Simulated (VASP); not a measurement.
Method: PBEsol GGA, VASP's PBE PAW potentials (set 64) (plane waves; VASP).

VASP ran on this input.

KPOINTS:
```
kpoints
0
G
11 11 8
0 0 0
```

**INCAR**
```
# general
SYSTEM  =MgCdS2
PREC    =Accurate
ENCUT   =400
LREAL   =F
LASPH   =T

# electronic loop
EDIFF   =1E-8
NELM    =100
ALGO    =Normal
LMAXMIX =4

# smearing
ISMEAR  =0
SIGMA   =0.01

# functional
GGA     =PS

# ions
IBRION  =8
NSW     =1

# output
LWAVE   =F
LCHARG  =F

# other
LEPSILON=T
```

**POSCAR**
```
MgCdS2
3.7591580
  1.0000000405   0.0000000000   0.0000000000
  0.0000000000   1.0000000405   0.0000000000
  0.0000000000   0.0000000000   1.4112409171
Mg Cd S
1 1 2
direct
  0.5000000000   0.5000000000   0.5000000000
  0.0000000000   0.0000000000   0.0000000000
  0.0000000000   0.0000000000   0.5000000000
  0.5000000000   0.5000000000   0.0000000000
```

POTCAR, in this order: Mg Cd S (PBE.64 set). Program: vasp_std.

What VASP printed:

**OSZICAR**
```
...
RMM:  10    -0.430924816035E+00   -0.25489E-08   -0.84406E-09 10879   0.908E-05    0.987E-06
 Linear response progress:
  Degree of freedom:   4/  8
       N       E                     dE             d eps       ncg     rms          rms(c)
RMM:   1    -0.440441630755E+00   -0.44044E+00   -0.20752E-01  5965   0.330E+00
RMM:   2    -0.440052219065E+00    0.38941E-03   -0.24265E-03  5479   0.370E-01    0.117E-01
RMM:   3    -0.439674694697E+00    0.37752E-03   -0.65059E-05  6016   0.546E-02    0.653E-02
RMM:   4    -0.439256315014E+00    0.41838E-03   -0.34133E-05  5886   0.404E-02    0.115E-02
RMM:   5    -0.439225557609E+00    0.30757E-04   -0.69219E-07  5594   0.570E-03    0.361E-03
RMM:   6    -0.439250387703E+00   -0.24830E-04   -0.28848E-07  5781   0.346E-03    0.591E-04
RMM:   7    -0.439253990333E+00   -0.36026E-05   -0.18359E-08  6044   0.657E-04    0.161E-04
RMM:   8    -0.439255265922E+00   -0.12756E-05   -0.72893E-09  6175   0.224E-04    0.633E-05
RMM:   9    -0.439255153596E+00    0.11233E-06   -0.11101E-08  6162   0.148E-04    0.162E-05
RMM:  10    -0.439255155726E+00   -0.21300E-08   -0.74304E-08  6374   0.923E-05    0.388E-06
 Linear response progress:
  Degree of freedom:   5/  8
       N       E                     dE             d eps       ncg     rms          rms(c)
RMM:   1    -0.109994417387E+00   -0.10999E+00    0.16329E-02 12721   0.185E+00
RMM:   2    -0.108229815776E+00    0.17646E-02   -0.25286E-03  9789   0.291E-01    0.926E-02
RMM:   3    -0.108687577756E+00   -0.45776E-03   -0.29485E-04  9428   0.731E-02    0.463E-02
RMM:   4    -0.109215011175E+00   -0.52743E-03   -0.19354E-04  9574   0.525E-02    0.160E-02
RMM:   5    -0.109180351681E+00    0.34659E-04   -0.13374E-05 10182   0.189E-02    0.727E-03
RMM:   6    -0.109178702752E+00    0.16489E-05   -0.21038E-07 10592   0.249E-03    0.723E-03
RMM:   7    -0.109163833182E+00    0.14870E-04   -0.19522E-07  9807   0.174E-03    0.485E-03
RMM:   8    -0.109193323846E+00   -0.29491E-04   -0.10498E-06 10534   0.395E-03    0.511E-03
RMM:   9    -0.109196401791E+00   -0.30779E-05    0.12569E-07 10625   0.888E-04    0.369E-03
RMM:  10    -0.109197068063E+00   -0.66627E-06    0.13024E-06 10764   0.224E-04    0.344E-03
RMM:  11    -0.109202106122E+00   -0.50381E-05    0.10044E-06 11501   0.640E-04    0.213E-03
RMM:  12    -0.109206158696E+00   -0.40526E-05    0.27511E-06 11412   0.503E-04    0.953E-04
RMM:  13    -0.109207944361E+00   -0.17857E-05    0.33643E-06 10556   0.274E-04    0.453E-04
RMM:  14    -0.109209442065E+00   -0.14977E-05    0.25246E-06 10893   0.247E-04    0.781E-05
RMM:  15    -0.109209579920E+00   -0.13785E-06    0.22802E-06 11175   0.127E-04    0.183E-05
RMM:  16    -0.109209542010E+00    0.37910E-07    0.40332E-07 10497   0.993E-05    0.271E-05
RMM:  17    -0.109209580997E+00   -0.38987E-07    0.56013E-08 10718   0.965E-05    0.133E-05
RMM:  18    -0.109209624307E+00   -0.43310E-07    0.74564E-08 10892   0.960E-05    0.578E-07
RMM:  19    -0.109209629120E+00   -0.48130E-08    0.80097E-08  9262   0.934E-05    0.693E-07
 Linear response progress:
  Degree of freedom:   6/  8
       N       E                     dE             d eps       ncg     rms          rms(c)
RMM:   1    -0.118543761749E+00   -0.11854E+00    0.48669E-02  7265   0.195E+00
RMM:   2    -0.117805529166E+00    0.73823E-03   -0.30002E-03  5677   0.321E-01    0.109E-01
RMM:   3    -0.118121747226E+00   -0.31622E-03   -0.50402E-04  5898   0.110E-01    0.500E-02
RMM:   4    -0.118364709601E+00   -0.24296E-03   -0.11962E-04  6015   0.496E-02    0.162E-02
RMM:   5    -0.118371317038E+00   -0.66074E-05   -0.91598E-06  5942   0.168E-02    0.499E-03
RMM:   6    -0.118396049842E+00   -0.24733E-04   -0.13701E-06  5927   0.522E-03    0.311E-03
RMM:   7    -0.118397183646E+00   -0.11338E-05   -0.11480E-07  6131   0.233E-03    0.393E-04
RMM:   8    -0.118394988142E+00    0.21955E-05   -0.51732E-08  6168   0.724E-04    0.403E-04
RMM:   9    -0.118397493146E+00   -0.25050E-05   -0.23805E-07  5921   0.609E-04    0.424E-05
RMM:  10    -0.118397459590E+00    0.33556E-07    0.20006E-07  6433   0.178E-04    0.212E-05
RMM:  11    -0.118397388915E+00    0.70675E-07    0.16078E-08  6475   0.121E-04    0.110E-05
RMM:  12    -0.118397406419E+00   -0.17504E-07   -0.47694E-08  6462   0.107E-04    0.283E-06
RMM:  13    -0.118397398917E+00    0.75024E-08   -0.26825E-08  6393   0.106E-04    0.121E-06
 Linear response progress:
  Degree of freedom:   7/  8
       N       E                     dE             d eps       ncg     rms          rms(c)
RMM:   1    -0.107558963899E+00   -0.10756E+00    0.31066E-02 13019   0.197E+00
RMM:   2    -0.106523647127E+00    0.10353E-02   -0.29749E-03  9681   0.336E-01    0.112E-01
RMM:   3    -0.106889115118E+00   -0.36547E-03   -0.28953E-04  9881   0.930E-02    0.536E-02
RMM:   4    -0.107230431101E+00   -0.34132E-03   -0.12287E-04  9899   0.551E-02    0.133E-02
RMM:   5    -0.107225136060E+00    0.52950E-05   -0.62601E-06 10287   0.157E-02    0.527E-03
RMM:   6    -0.107228093623E+00   -0.29576E-05   -0.90996E-08 10559   0.174E-03    0.455E-03
RMM:   7    -0.107249816760E+00   -0.21723E-04   -0.43578E-07  9695   0.276E-03    0.137E-03
RMM:   8    -0.107249060198E+00    0.75656E-06   -0.36400E-08 10685   0.689E-04    0.653E-04
RMM:   9    -0.107244946107E+00    0.41141E-05   -0.24203E-08  9883   0.530E-04    0.128E-04
RMM:  10    -0.107245978396E+00   -0.10323E-05   -0.62105E-07 10439   0.248E-04    0.528E-05
RMM:  11    -0.107245969271E+00    0.91255E-08    0.28620E-07 11229   0.128E-04    0.373E-05
RMM:  12    -0.107245882472E+00    0.86799E-07   -0.26693E-08 11099   0.102E-04    0.177E-05
RMM:  13    -0.107245782601E+00    0.99871E-07   -0.12687E-07 10663   0.101E-04    0.634E-07
RMM:  14    -0.107245776186E+00    0.64147E-08   -0.18036E-07  9850   0.948E-05    0.231E-06
RMM:  15    -0.107245784983E+00   -0.87966E-08   -0.90067E-08  7728   0.934E-05    0.401E-07
 Linear response progress:
  Degree of freedom:   8/  8
       N       E                     dE             d eps       ncg     rms          rms(c)
RMM:   1    -0.122959224467E+00   -0.12296E+00    0.10466E-02  7444   0.192E+00
RMM:   2    -0.119814493849E+00    0.31447E-02   -0.38043E-03  5714   0.370E-01    0.927E-02
RMM:   3    -0.120159498482E+00   -0.34500E-03   -0.51536E-04  5876   0.951E-02    0.444E-02
RMM:   4    -0.120500693705E+00   -0.34120E-03   -0.19397E-04  5964   0.503E-02    0.188E-02
RMM:   5    -0.120497723389E+00    0.29703E-05   -0.16924E-05  5911   0.226E-02    0.848E-03
RMM:   6    -0.120513164262E+00   -0.15441E-04   -0.73345E-07  6183   0.407E-03    0.607E-03
RMM:   7    -0.120518453708E+00   -0.52894E-05   -0.45860E-07  6182   0.300E-03    0.598E-04
RMM:   8    -0.120517350880E+00    0.11028E-05   -0.17275E-07  6134   0.100E-03    0.548E-04
RMM:   9    -0.120520670285E+00   -0.33194E-05   -0.68940E-08  5769   0.527E-04    0.906E-05
RMM:  10    -0.120520736647E+00   -0.66362E-07    0.15419E-07  6453   0.182E-04    0.352E-05
RMM:  11    -0.120520645385E+00    0.91262E-07    0.11590E-07  6396   0.144E-04    0.809E-06
RMM:  12    -0.120520658686E+00   -0.13302E-07   -0.14236E-07  6571   0.110E-04    0.257E-06
RMM:  13    -0.120520638477E+00    0.20210E-07   -0.17434E-07  5770   0.102E-04    0.101E-06
RMM:  14    -0.120520643117E+00   -0.46400E-08   -0.19868E-07  6029   0.101E-04    0.317E-07
RMM:  15    -0.120520644069E+00   -0.95205E-09   -0.16616E-07  4579   0.996E-05    0.110E-07
RMM:  16    -0.120520643402E+00    0.66694E-09   -0.17444E-07  4093   0.996E-05    0.422E-08
 Linear response finished
```

### OUTCAR
```
------------------------ aborting loop because EDIFF is reached ----------------------------------------

 HEAD OF MICROSCOPIC STATIC DIELECTRIC TENSOR (INDEPENDENT PARTICLE, excluding Hartree and local field effects)
 ------------------------------------------------------
           7.973401     0.000000     0.000000
           0.000000     7.973401    -0.000000
           0.000000     0.000000     7.998352
 ------------------------------------------------------

 MACROSCOPIC STATIC DIELECTRIC TENSOR (including local field effects in DFT)
 ------------------------------------------------------
           7.460907     0.000000    -0.000000
           0.000000     7.460907     0.000000
          -0.000000     0.000000     7.482922
 ------------------------------------------------------

 PIEZOELECTRIC TENSOR (including local field effects)  for field in x, y, z        (e  Angst)
          XX          YY          ZZ          XY          YZ          ZX
  --------------------------------------------------------------------------------
  x     0.00000     0.00000     0.00000     0.00000     0.00000     0.00000
  y     0.00000     0.00000     0.00000     0.00000     0.00000     0.00000
  z     0.00000     0.00000     0.00000     0.00000     0.00000     0.00000

 PIEZOELECTRIC TENSOR (including local field effects)  for field in x, y, z        (C/m^2)
          XX          YY          ZZ          XY          YZ          ZX
  --------------------------------------------------------------------------------
  x     0.00000     0.00000     0.00000     0.00000     0.00000     0.00000
  y     0.00000     0.00000     0.00000     0.00000     0.00000     0.00000
  z     0.00000     0.00000     0.00000     0.00000     0.00000     0.00000

 BORN EFFECTIVE CHARGES (including local field effects) (in |e|, cummulative output)
 ---------------------------------------------------------------------------------
 ion    1
    1     2.39098     0.00000     0.00000
    2     0.00000     2.39098     0.00000
    3     0.00000    -0.00000     2.40285
 ion    2
    1     2.86312     0.00000     0.00000
    2     0.00000     2.86312     0.00000
    3     0.00000     0.00000     2.87639
 ion    3
    1    -2.39920     0.00000     0.00000
    2     0.00000    -2.39920     0.00000
    3     0.00000     0.00000    -2.81378
 ion    4
    1    -2.85490     0.00000     0.00000
    2     0.00000    -2.85490     0.00000
    3     0.00000     0.00000    -2.46547

   1 f  =    8.309217 THz    52.208350 2PiTHz  277.165645 cm-1    34.364145 meV
             X         Y         Z           dx          dy          dz
      1.879579  1.879579  2.652539     0.000000    0.000000    0.182036
      0.000000  0.000000  0.000000    -0.000000   -0.000000   -0.237416
      0.000000  0.000000  2.652539    -0.000000   -0.000000    0.802410
      1.879579  1.879579  0.000000     0.000000    0.000000   -0.516367

   2 f  =    6.768733 THz    42.529202 2PiTHz  225.780621 cm-1    27.993217 meV
             X         Y         Z           dx          dy          dz
      1.879579  1.879579  2.652539    -0.271827    0.075765    0.000000
      0.000000  0.000000  0.000000     0.286299   -0.079798    0.000000
      0.000000  0.000000  2.652539     0.452460   -0.126111   -0.000000
      1.879579  1.879579  0.000000    -0.753217    0.209939   -0.000000

   3 f  =    6.768733 THz    42.529202 2PiTHz  225.780621 cm-1    27.993217 meV
             X         Y         Z           dx          dy          dz
      1.879579  1.879579  2.652539    -0.075765   -0.271827    0.000000
      0.000000  0.000000  0.000000     0.079798    0.286299   -0.000000
      0.000000  0.000000  2.652539     0.126111    0.452460    0.000000
      1.879579  1.879579  0.000000    -0.209939   -0.753217   -0.000000

   4 f  =    5.743936 THz    36.090213 2PiTHz  191.597073 cm-1    23.754999 meV
             X         Y         Z           dx          dy          dz
      1.879579  1.879579  2.652539    -0.000000    0.000000   -0.783708
      0.000000  0.000000  0.000000    -0.000000    0.000000   -0.098828
      0.000000  0.000000  2.652539     0.000000   -0.000000    0.429934
      1.879579  1.879579  0.000000     0.000000   -0.000000    0.437254

   5 f  =    5.514750 THz    34.650193 2PiTHz  183.952243 cm-1    22.807161 meV
             X         Y         Z           dx          dy          dz
      1.879579  1.879579  2.652539    -0.283487    0.642168    0.000000
      0.000000  0.000000  0.000000    -0.077002    0.174428    0.000000
      0.000000  0.000000  2.652539     0.199182   -0.451197   -0.000000
      1.879579  1.879579  0.000000     0.192688   -0.436486   -0.000000

   6 f  =    5.514750 THz    34.650193 2PiTHz  183.952243 cm-1    22.807161 meV
             X         Y         Z           dx          dy          dz
      1.879579  1.879579  2.652539     0.642168    0.283487   -0.000000
      0.000000  0.000000  0.000000     0.174428    0.077002   -0.000000
      0.000000  0.000000  2.652539    -0.451197   -0.199182    0.000000
      1.879579  1.879579  0.000000    -0.436486   -0.192688    0.000000

   7 f  =    3.359541 THz    21.108621 2PiTHz  112.062237 cm-1    13.893940 meV
             X         Y         Z           dx          dy          dz
      1.879579  1.879579  2.652539     0.000000   -0.000000   -0.481126
      0.000000  0.000000  0.000000     0.000000   -0.000000    0.612171
      0.000000  0.000000  2.652539     0.000000   -0.000000   -0.107559
      1.879579  1.879579  0.000000    -0.000000    0.000000   -0.618220

   8 f  =    2.248584 THz    14.128273 2PiTHz   75.004704 cm-1     9.299394 meV
             X         Y         Z           dx          dy          dz
      1.879579  1.879579  2.652539     0.543858   -0.119108    0.000000
      0.000000  0.000000  0.000000    -0.541338    0.118556    0.000000
      0.000000  0.000000  2.652539     0.603181   -0.132100    0.000000
      1.879579  1.879579  0.000000    -0.039703    0.008695    0.000000

   9 f  =    2.248584 THz    14.128273 2PiTHz   75.004704 cm-1     9.299394 meV
             X         Y         Z           dx          dy          dz
      1.879579  1.879579  2.652539     0.119108    0.543858    0.000000
      0.000000  0.000000  0.000000    -0.118556   -0.541338   -0.000000
      0.000000  0.000000  2.652539     0.132100    0.603181   -0.000000
...
```
(Selected blocks of OUTCAR.)

The dielectric response may not be converged in the k-mesh; for small gaps it tends to come out too large.

The structure comes from a computed database's MgCdS2 entry (P4/mmm); how it stands against other phases isn't given here. It was relaxed first.
